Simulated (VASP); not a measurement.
The system is Al3GaO6.

```
CELL_PARAMETERS angstrom
-2.42364 4.19786 0.00000
-4.84727 0.00000 0.00000
-2.42364 1.39929 4.41052
ATOMIC_POSITIONS crystal
Ga 0.35210 0.35210 0.94371
Al 0.14790 0.14790 0.55629
Al 0.85210 0.85210 0.44371
Al 0.64790 0.64790 0.05629
O 0.25000 0.55615 0.25000
O 0.44385 0.05615 0.75000
O 0.55615 0.94385 0.25000
O 0.94385 0.25000 0.25000
O 0.05615 0.75000 0.75000
O 0.75000 0.44385 0.75000
```

The cell comes from a database or a generator and needn't be the stable form of this composition.

```yaml
Program: VASP 6.6.1
Task: relaxation of cell and atoms
Functional: PBEsol
Potentials_or_basis: VASP PAW PBE potentials, release 64 (Ga_d, Al, O)
Cutoff: 600 eV
k_mesh: 6 × 6 × 6
Occupations: gaussian, width 0.02 eV
Spin: no spin polarisation
```

At the start: pressure -2.6 GPa; volume 8.97 Å³/atom.

Problem. Where does the relaxation end?

Solution. Over 12 steps the energy falls by 21.9 meV/atom and the volume is 8.83 Å³/atom (-1.6 %); space group R3 (No. 146, to 0.05 Å).

Step by step:
| step | energy change (eV) | largest force (eV/Å) | pressure (GPa) | volume (Å³) |
| --- | --- | --- | --- | --- |
| 1 | 0.0000 | 1.3252 | -2.61 | 89.75 |
| 2 | -0.1700 | 0.5080 | 1.64 | 87.86 |
| 3 | -0.1765 | 0.5093 | 0.80 | 88.16 |
| 4 | -0.2056 | 0.2566 | -0.35 | 88.52 |
| 5 | -0.2101 | 0.2029 | -1.03 | 88.73 |
| 6 | -0.2175 | 0.0649 | 0.63 | 88.09 |
| 7 | -0.2176 | 0.0737 | 0.46 | 88.16 |
| 8 | -0.2182 | 0.0348 | -0.32 | 88.43 |
| 9 | -0.2183 | 0.0285 | -0.06 | 88.36 |
| 10 | -0.2185 | 0.0185 | 0.00 | 88.34 |
| 11 | -0.2185 | 0.0142 | 0.02 | 88.33 |
| 12 | -0.2185 | 0.0037 | -0.05 | 88.35 |

Final structure:
```
CELL_PARAMETERS angstrom
-2.41530 4.18343 0.00000
-4.83061 0.00000 0.00000
-2.41530 1.39448 4.37169
ATOMIC_POSITIONS crystal
Ga 0.35846 0.35846 0.92463
Al 0.15100 0.15100 0.54700
Al 0.85209 0.85209 0.44373
Al 0.64668 0.64668 0.05996
O 0.25138 0.55593 0.25835
O 0.44311 0.04199 0.74988
O 0.55593 0.93434 0.25835
O 0.93434 0.25138 0.25835
O 0.04199 0.76503 0.74988
O 0.76503 0.44311 0.74988
```

Caveat: the PAW data sets were made with another functional, which shifts forces and pressure a little.
